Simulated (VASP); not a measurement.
VASP ran on this input.

File POSCAR:
```
CdSe
1
    2.1500000000    -3.7239090000     0.0000000000
    2.1500000000     3.7239090000     0.0000000000
    0.0000000000     0.0000000000     7.0100000000
Cd Se
2 2
Direct
  0.6666670000   0.3333330000   0.5000000000
  0.3333330000   0.6666670000   0.0000000000
  0.6666670000   0.3333330000   0.8760000000
  0.3333330000   0.6666670000   0.3760000000
```

File KPOINTS:
```
Automatic mesh
0
Gamma
6 6 3
0 0 0
```

INCAR:
```
SYSTEM = CdSe
PREC = Accurate
ENCUT = 400
EDIFF = 1E-6
NELM = 100
ALGO = Normal
LREAL = .FALSE.
LASPH = .TRUE.
ISMEAR = 0
SIGMA = 0.05
LMAXMIX = 4
LWAVE = .FALSE.
LCHARG = .FALSE.
ISIF = 2
METAGGA = R2SCAN
LEPSILON = .TRUE.
```

POTCAR, in this order: Cd Se (PBE.64 set). Program: vasp_std.

Problem. Does this input run properly? What does VASP do?

Solution. There is a fault: LEPSILON was set with a meta-GGA. VASP stops with an error: You have switched on METAGGA and linear-response routines. This combination is currently not supported. If you have selected LEPSILON=.TRUE., you can try using LCALCEPS=.TRUE. instead. In all other cases, VASP will stop. SOOO sorry... ----> I REFUSE TO CONTINUE WITH THIS SICK JOB ... BYE!!! <----



To mend it, use a GGA with LEPSILON, or finite fields (LCALCEPS) with the meta-GGA. The plain static run on this cell (PBE GGA, plane waves, VASP's PBE PAW potentials (set 64)) converges, and its OSZICAR ends with
```
   1 F= -.10910658E+02 E0= -.10910658E+02  d E =-.162841E-12
```

The compound is CdSe in the wurtzite structure. The cell was not relaxed at this level.
